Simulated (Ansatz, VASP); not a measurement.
**One calculation of CaP5, two programs**

File INCAR:

```
ALGO = Normal ; EDIFF = 1E-7
EDIFFG = -0.04 ; ENCUT = 600
GGA = PE ; IBRION = 2
ISIF = 3 ; ISMEAR = 0
LASPH = T ; LCHARG = F
LREAL = F ; LWAVE = F
NELM = 60 ; NSW = 90
PREC = Accurate ; SIGMA = 0.1
```

KPOINTS

```
k-points
0
Gamma
  6 6 4
```

Contents of POSCAR:

```
CaP5
1.0
    5.6303448800      0.0000000000      0.0000000000
   -2.8151724400      4.8760217000      0.0000000000
    0.0000000000      0.0000000000      4.6938824600
Ca P
1 5
Direct
    0.0000000000      0.0000000000      0.0000000000
    0.5000000000      0.0000000000      0.5000000000
    0.5000000000      0.5000000000      0.5000000000
    0.0000000000      0.5000000000      0.5000000000
    0.3333333300      0.6666666700      0.0000000000
    0.6666666700      0.3333333300      0.0000000000
```

Input for Ansatz:

```yaml
crystal:
  lattice:
    - [5.63034488, 0.0, 0.0]
    - [-2.81517244, 4.8760217, 0.0]
    - [0.0, 0.0, 4.69388246]
  atoms:
    - { symbol: Ca, position: [0.0, 0.0, 0.0] }
    - { symbol: P, position: [0.5, 0.0, 0.5] }
    - { symbol: P, position: [0.5, 0.5, 0.5] }
    - { symbol: P, position: [0.0, 0.5, 0.5] }
    - { symbol: P, position: [0.33333333, 0.66666667, 0.0] }
    - { symbol: P, position: [0.66666667, 0.33333333, 0.0] }
basis:
  ecutwfc: 420
kpoints:
  mp_grid: { grid: [6, 6, 4] }
hamiltonian:
  xc: pbe
scf:
  occupations: { method: gaussian, width: 0.1 }
  lower_state_search: "off"
output:
  forces: true
  stress: true
  eigenvalues: true
relax:
  adjacent_minimum: "off"
  f_tol: 0.04
  max_steps: 70
  cell: { stress_tol: 0.4 }
```

Change from the starting cell: species swapped into the YFe5 type (P6/mmm, No. 191).

Alike in both runs: task relaxation of cell and atoms; functional PBE; k mesh 6 × 6 × 4; occupations gaussian, width 0.1 eV; no spin polarisation.

```csv
,VASP,Ansatz
version,VASP 6.6.1,Ansatz 0.2.0
potentials or method,"VASP PAW PBE potentials, release 64 (Ca_sv, P)","scalar-relativistic, plane waves, PAW"
plane-wave cutoff (eV),600,420
valence electrons in the cell,35,35
```

VASP gave:

```
gap on the k mesh at the Fermi level, each at its own relaxed structure (eV) : none
relaxed volume (Å³/atom)                                                     : 17.29
relaxed cell length with the largest relative difference (Å)                 : 5.327
energy change over the relaxation (meV/atom)                                 : -169
```

Task: Which values does Ansatz return?

Result: gap on the k mesh at the Fermi level, each at its own relaxed structure (eV): none; relaxed volume (Å³/atom): 17.41; relaxed cell length with the largest relative difference (Å): 5.340; energy change over the relaxation (meV/atom): -169.

A gap of «none» marks a metal or a gap that the smearing closes.

Caveats: the volume moved by over 15 % at a fixed basis, so the end points are rough.
